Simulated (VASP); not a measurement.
Calculation: SCAN meta-GGA, VASP's PBE PAW potentials (set 64) (plane waves; VASP).

The input files of a VASP run:

KPOINTS:
```
Automatic mesh
0
Gamma
1 1 1
0 0 0
```

**INCAR**
```
SYSTEM  =  Tl atom
PREC  =  Normal; ENCUT  =  520; LREAL  =  .False.
LASPH  =  .True.; ISYM  =  0
EDIFF  =  1E-6; NELM  =  200; ALGO  =  All
LMAXMIX  =  4; LMIXTAU  =  .True.
ISMEAR  =  0; SIGMA  =  0.01
METAGGA  =  SCAN
ISPIN  =  2; MAGMOM  =  1; NUPDOWN  =  1
LWAVE  =  .False.; LCHARG  =  .False.; LORBIT  =  10
```

File POSCAR:
```
Tl atom
1
   12.0000000000     0.0000000000     0.0000000000
    0.0000000000    12.5000000000     0.0000000000
    0.0000000000     0.0000000000    13.0000000000
Tl
1
Direct
  0.0000000000   0.0000000000   0.0000000000
```

POTCAR, in this order: Tl_d (PBE.64 set). Program: vasp_gam. Read from the step before: WAVECAR.

Output of the run:

File OUTCAR:
```
 ion  position               nearest neighbor table
   1  0.000  0.000  0.000-
 Subroutine IBZKPT returns following result:
 Found      1 irreducible k-points:

 Following reciprocal coordinates:
            Coordinates               Weight
  0.000000  0.000000  0.000000      1.000000
   k-points           NKPTS =      1   k-points in BZ     NKDIM =      1   number of bands    NBANDS=     11
   number of dos      NEDOS =    301   number of ions     NIONS =      1
   total plane-waves  NPLWV = 392000
   dimension x,y,z NGX =    70 NGY =   70 NGZ =   80
   dimension x,y,z NGXF=   140 NGYF=  140 NGZF=  160
   ions per type =               1
   PREC   = normal    normal or accurate (medium, high low for compatibility)
   ISTART =      1    job   : 0-new  1-cont  2-samecut
   ICHARG =      0    charge: 1-file 2-atom 10-const
   ISPIN  =      2    spin polarized calculation?
   LNONCOLLINEAR =      F non collinear calculations
   LSORBIT =      F    spin-orbit coupling
   INIWAV =      1    electr: 0-lowe 1-rand  2-diag
   ENCUT  =  520.0 eV  38.22 Ry    6.18 a.u.  22.31 23.24 24.17*2*pi/ulx,y,z
   NELM   =    200;   NELMIN=  2; NELMDL=  0     # of ELM steps
   EDIFF  = 0.1E-05   stopping-criterion for ELM
   LREAL  =      F    real-space projection
   NLSPLINE    = F    spline interpolate recip. space projectors
   LMAXMIX     =    4 max onsite mixed and CHGCAR
   VOSKOWN=      0    Vosko Wilk Nusair interpolation
   EDIFFG = 0.1E-04   stopping-criterion for IOM
   NSW    =      0    number of steps for IOM
   NBLOCK =      1;   KBLOCK =      1    inner block; outer block
   IBRION =     -1    ionic relax: 0-MD 1-quasi-New 2-CG
   NFREE  =      0    steps in history (QN), initial steepest desc. (CG)
   ISIF   =      2    stress and relaxation
   ISYM   =      0    0-nonsym 1-usesym 2-fastsym
   TEIN   =    0.0    initial temperature
   TEBEG  =    0.0;   TEEND  =   0.0 temperature during run
   SMASS  =  -3.00    Nose mass-parameter (am)
   PSTRESS=    0.0 pullay stress
   NELECT =      13.0000    total number of electrons
   EFERMI =   0.00;   METHOD = LEGACY
   ISMEAR =     0;   SIGMA  =   0.01  broadening in eV -4-tet -1-fermi 0-gaus
   IALGO  =     58    algorithm
   LDIAG  =      T    sub-space diagonalisation (order eigenvalues)
   IMIX   =      4    mixing-type and parameters
     AMIX     =   0.40;   BMIX     =  1.00
     AMIX_MAG =   1.60;   BMIX_MAG =  1.00
     AMIN     =   0.10
   METAGGA = SCAN    functional components
   VOSKOWN =     0    Vosko Wilk Nusair interpolation
   LHFCALC =     F    Hartree Fock is set to
   LHFONE  =     F    Hartree Fock one center treatment
   AEXX    =    0.0000 exact exchange contribution
   IVDW    =     0    specifies the selected vdW correction
   LEPSILON=     F    determine dielectric tensor
   LRPA    =     F    only Hartree local field effects (RPA)
  energy-cutoff  :      520.00
  volume of cell :     1950.00
      direct lattice vectors                 reciprocal lattice vectors
    12.000000000  0.000000000  0.000000000     0.083333333  0.000000000  0.000000000
     0.000000000 12.500000000  0.000000000     0.000000000  0.080000000  0.000000000
     0.000000000  0.000000000 13.000000000     0.000000000  0.000000000  0.076923077
 k-point     1 :   0.0000 0.0000 0.0000  plane waves:   26244
 maximum number of plane-waves:     26244
```

OSZICAR:
```
       N       E                     dE             d eps       ncg     rms           ort
SDA:   1    -0.701093865600E+02   -0.70109E+02    0.00000E+00    11   0.843E-01   0.000E+00
CGA:   2    -0.701370491539E+02   -0.27663E-01   -0.27872E-01    11   0.198E-01  -0.112E-02
CGA:   3    -0.701432310297E+02   -0.61819E-02   -0.62390E-02    11   0.599E-02  -0.559E-03
CGA:   4    -0.701450040829E+02   -0.17731E-02   -0.17974E-02    11   0.178E-02  -0.295E-03
CGA:   5    -0.701455768911E+02   -0.57281E-03   -0.57282E-03    11   0.501E-03  -0.619E-05
CGA:   6    -0.701457343026E+02   -0.15741E-03   -0.16117E-03    11   0.118E-03  -0.220E-04
CGA:   7    -0.701457734158E+02   -0.39113E-04   -0.42361E-04    11   0.550E-04  -0.259E-04
SDA:   8    -0.701457843552E+02   -0.10939E-04   -0.19989E-04    11   0.616E-04  -0.381E-04
CGA:   9    -0.701457954328E+02   -0.11078E-04   -0.10695E-04    11   0.706E-05   0.142E-05
SDA:  10    -0.701457961636E+02   -0.73082E-06   -0.12756E-05    11   0.233E-05   0.341E-05
   1 F= -.70145796E+02 E0= -.70145796E+02  d E =-.200012E-17  mag=     1.0000
```

OUTCAR:
```
------------------------ aborting loop because EDIFF is reached ----------------------------------------
  FORCE on cell =-STRESS in cart. coord.  units (eV):
  Direction    XX          YY          ZZ          XY          YZ          ZX
  --------------------------------------------------------------------------------------
  Total       -0.0045555     -0.0293438     -0.0065362     -0.0000071      0.0000286      0.0001205
  in kB       -0.0037429     -0.0241097     -0.0053703     -0.0000058      0.0000235      0.0000990
  external PRESSURE =      -0.0110743 kB  Pullay stress =       0.0000000 kB
  volume of cell :     1950.00
      direct lattice vectors                 reciprocal lattice vectors
    12.000000000  0.000000000  0.000000000     0.083333333  0.000000000  0.000000000
     0.000000000 12.500000000  0.000000000     0.000000000  0.080000000  0.000000000
     0.000000000  0.000000000 13.000000000     0.000000000  0.000000000  0.076923077
 POSITION                                       TOTAL-FORCE (eV/Angst)
 -----------------------------------------------------------------------------------
      0.00000      0.00000      0.00000        -0.000021      0.000005     -0.000019
 -----------------------------------------------------------------------------------
    total drift:                               -0.000021      0.000005     -0.000019
  FREE ENERGIE OF THE ION-ELECTRON SYSTEM (eV)
  ---------------------------------------------------
  free  energy   TOTEN  =       -70.1457961636 eV

  energy  without entropy=      -70.1457961636  energy(sigma->0) =      -70.14579616

 total charge

# of ion       s       p       d       tot
------------------------------------------
    1        1.303   0.232   9.630  11.165

 magnetization (x)

# of ion       s       p       d       tot
------------------------------------------
    1       -0.020   0.232  -0.005   0.206
```
(Selected blocks of OUTCAR.)

The atom may not be in its lowest state.

The cell is a free atom in a box.
